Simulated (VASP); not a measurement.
All values below come from PBE GGA, VASP's PBE PAW potentials (set 64) (plane waves; VASP).

VASP ran on this input.

File POSCAR:
```
Te
1
    2.2676717915    -3.9277224416     0.0000000000
    2.2676717915     3.9277224416     0.0000000000
    0.0000000000     0.0000000000     5.9564802310
Te
3
Direct
  1.0000000000   0.2662266384   0.6666670000
  0.7337733616   0.7337733616   0.0000000000
  0.2662266384   1.0000000000   0.3333330000
```

**INCAR**
```
# general
SYSTEM  = Te
PREC    = Accurate
ENCUT   = 520   # plane-wave cut-off (eV)
LREAL   = .FALSE.
LASPH   = .TRUE.   # aspherical one-centre terms
ICHARG  = 11

# electronic loop
EDIFF   = 1E-6
NELM    = 100
ALGO    = Normal   # blocked Davidson
LMAXMIX = 4

# smearing
ISMEAR  = 0   # Gaussian
SIGMA   = 0.05

# functional
GGA     = PE   # PBE

# output
LWAVE   = .FALSE.
LCHARG  = .FALSE.
```

KPOINTS:
```
k-points along high-symmetry lines
10
Line-mode
Reciprocal
  0.000000   0.000000   0.000000 ! GAMMA
  0.500000   0.000000   0.000000 ! M

  0.500000   0.000000   0.000000 ! M
  0.333333   0.333333   0.000000 ! K

  0.333333   0.333333   0.000000 ! K
  0.000000   0.000000   0.000000 ! GAMMA

  0.000000   0.000000   0.000000 ! GAMMA
  0.000000   0.000000   0.500000 ! A

  0.000000   0.000000   0.500000 ! A
  0.500000   0.000000   0.500000 ! L

  0.500000   0.000000   0.500000 ! L
  0.333333   0.333333   0.500000 ! H

  0.333333   0.333333   0.500000 ! H
  0.000000   0.000000   0.500000 ! A

  0.500000   0.000000   0.500000 ! L
  0.500000   0.000000   0.000000 ! M

  0.333333   0.333333   0.500000 ! H
  0.333333   0.333333   0.000000 ! K
```

POTCAR, in this order: Te (PBE.64 set). Program: vasp_std. Read from the step before: CHGCAR.

Output

### OUTCAR
```
 ion  position               nearest neighbor table
   1  0.000  0.266  0.667-   2 2.88   3 2.88   2 3.53   2 3.53   3 3.53   3 3.53
   2  0.734  0.734  0.000-   3 2.88   1 2.88   1 3.53   3 3.53   3 3.53   1 3.53
   3  0.266  0.000  0.333-   2 2.88   1 2.88   2 3.53   2 3.53   1 3.53   1 3.53
  LATTYP: Found a hexagonal cell.
 ALAT       =     4.5353433092
 C/A-ratio  =     1.3133471548
 Subroutine PRICEL returns:
 Original cell was already a primitive cell.
 Subroutine GETGRP returns: Found  6 space group operations
The static configuration has the point symmetry C_2 .
 The point group associated with its full space group is D_3 .
The dynamic configuration has the point symmetry C_2 .
 Subroutine INISYM returns: Found  6 space group operations
   k-points           NKPTS =     90   k-points in BZ     NKDIM =     90   number of bands    NBANDS=     13
   number of dos      NEDOS =    301   number of ions     NIONS =      3
   total plane-waves  NPLWV =  62208
   dimension x,y,z NGX =    36 NGY =   36 NGZ =   48
   dimension x,y,z NGXF=    72 NGYF=   72 NGZF=   96
   ions per type =               3
   PREC   = accura    normal or accurate (medium, high low for compatibility)
   ISTART =      0    job   : 0-new  1-cont  2-samecut
   ICHARG =     11    charge: 1-file 2-atom 10-const
   ISPIN  =      1    spin polarized calculation?
   LNONCOLLINEAR =      F non collinear calculations
   LSORBIT =      F    spin-orbit coupling
   INIWAV =      1    electr: 0-lowe 1-rand  2-diag
   ENCUT  =  520.0 eV  38.22 Ry    6.18 a.u.   8.43  8.43 11.08*2*pi/ulx,y,z
   NELM   =    100;   NELMIN=  2; NELMDL= -5     # of ELM steps
   EDIFF  = 0.1E-05   stopping-criterion for ELM
   LREAL  =      F    real-space projection
   NLSPLINE    = F    spline interpolate recip. space projectors
   LMAXMIX     =    4 max onsite mixed and CHGCAR
   VOSKOWN=      0    Vosko Wilk Nusair interpolation
   EDIFFG = 0.1E-04   stopping-criterion for IOM
   NSW    =      0    number of steps for IOM
   NBLOCK =      1;   KBLOCK =      1    inner block; outer block
   IBRION =     -1    ionic relax: 0-MD 1-quasi-New 2-CG
   NFREE  =      0    steps in history (QN), initial steepest desc. (CG)
   ISIF   =      2    stress and relaxation
...
```

**OSZICAR**
```
       N       E                     dE             d eps       ncg     rms          rms(c)
DAV:   1     0.804875255691E+02    0.80488E+02   -0.65966E+03  2340   0.110E+03
DAV:   2    -0.322696352019E+01   -0.83714E+02   -0.80232E+02  3217   0.155E+02
DAV:   3    -0.869809785117E+01   -0.54711E+01   -0.54276E+01  2770   0.453E+01
DAV:   4    -0.880202775755E+01   -0.10393E+00   -0.10386E+00  3076   0.751E+00
DAV:   5    -0.880366651994E+01   -0.16388E-02   -0.16387E-02  2935   0.898E-01
DAV:   6    -0.880374471644E+01   -0.78196E-04   -0.78196E-04  3452   0.144E-01
DAV:   7    -0.880374525788E+01   -0.54145E-06   -0.54132E-06  2568   0.104E-02
   1 F= -.88037453E+01 E0= -.88037355E+01  d E =-.194301E-04
```

File OUTCAR:
```
 val. band max:        5.4392392786   @ k =   0.3519   0.2963   0.5000

 cond. band min:       5.6521839002   @ k =   0.3333   0.3333   0.5000



 k-point     1 :       0.0000    0.0000    0.0000
  band No.  band energies     occupation
      1      -7.9113      2.00000
      2      -4.7561      2.00000
      3      -4.7561      2.00000
      4       2.4565      2.00000
      5       2.7024      2.00000
      6       2.7025      2.00000
      7       3.8363      2.00000
      8       3.8363      2.00000
      9       4.6742      2.00000
     10       6.4337      0.00000
     11       6.4337      0.00000
     12       6.9876      0.00000
     13      10.4848      0.00000

 k-point     2 :       0.0556    0.0000    0.0000
  band No.  band energies     occupation
      1      -7.8920      2.00000
      2      -4.7627      2.00000
      3      -4.7517      2.00000
      4       2.2715      2.00000
      5       2.5728      2.00000
      6       2.6786      2.00000
      7       3.9040      2.00000
      8       4.0306      2.00000
      9       4.7199      2.00000
     10       6.3497      0.00000
     11       6.4189      0.00000
     12       6.9549      0.00000
     13      10.4499      0.00000

 k-point     3 :       0.1111    0.0000    0.0000
  band No.  band energies     occupation
      1      -7.8347      2.00000
      2      -4.7851      2.00000
      3      -4.7390      2.00000
      4       1.8896      2.00000
      5       2.3322      2.00000
      6       2.5778      2.00000
      7       4.0551      2.00000
      8       4.3451      2.00000
      9       4.8046      2.00000
     10       6.1954      0.00000
     11       6.3844      0.00000
     12       6.8976      0.00000
     13      10.2634      0.00000

 k-point     4 :       0.1667    0.0000    0.0000
  band No.  band energies     occupation
      1      -7.7414      2.00000
      2      -4.8293      2.00000
      3      -4.7186      2.00000
      4       1.5017      2.00000
...
```

The density is held fixed in this step, so its total energy and stress have no physical meaning. Unless said otherwise, spin-orbit coupling is left out, though it shifts the bands of the heavy elements here.

The compound is Te in the trig structure. It was relaxed first.
